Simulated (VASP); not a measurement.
Data:

```
CELL_PARAMETERS angstrom
     -1.43743     1.43743     1.43743
      1.43743    -1.43743     1.43743
      1.43743     1.43743    -1.43743
ATOMIC_POSITIONS crystal
  V  0.00000 0.00000 0.00000
```

Level of theory: PBEsol GGA, VASP's PBE PAW potentials (set 64) (plane waves; VASP). Run with 500 eV cut-off, 18×18×18 Γ-centred mesh, first-order Methfessel-Paxton smearing of 0.10 eV, potentials V_sv.

Energy and stress use the plane-wave basis of the starting cell.

The ions, cell shape and volume at an external pressure of 30.0 GPa are relaxed. What does this cell relax into?

```
CELL_PARAMETERS angstrom
     -1.42123     1.42123     1.42123
      1.42123    -1.42123     1.42123
      1.42123     1.42123    -1.42123
ATOMIC_POSITIONS crystal
  V  0.00000 0.00000 0.00000
```
Space group Im-3m (229), at a tolerance of 0.03 Å.

How do energy and volume change from the first to the last step?

The energy (σ→0) changes by +61.7 meV/atom and the volume by -3.3 %, in 4 ionic steps.

```json
[
 {"step": "1", "E(σ→0) (eV)": "-9.5714", "max force (eV/Å)": "0.000", "pressure (GPa)": "20.06", "volume (Å³)": "11.88"},
 {"step": "2", "E(σ→0) (eV)": "-9.2915", "max force (eV/Å)": "0.000", "pressure (GPa)": "55.90", "volume (Å³)": "10.66"},
 {"step": "3", "E(σ→0) (eV)": "-9.5115", "max force (eV/Å)": "0.000", "pressure (GPa)": "29.72", "volume (Å³)": "11.49"},
 {"step": "4", "E(σ→0) (eV)": "-9.5096", "max force (eV/Å)": "0.000", "pressure (GPa)": "29.93", "volume (Å³)": "11.48"}
]
```

The compound is V in the bcc structure. This run relaxes it under an external pressure of 30 GPa. Symmetry was kept, so distortions that lower it aren't found. The run is not spin-polarised, so no magnetic state was tried.
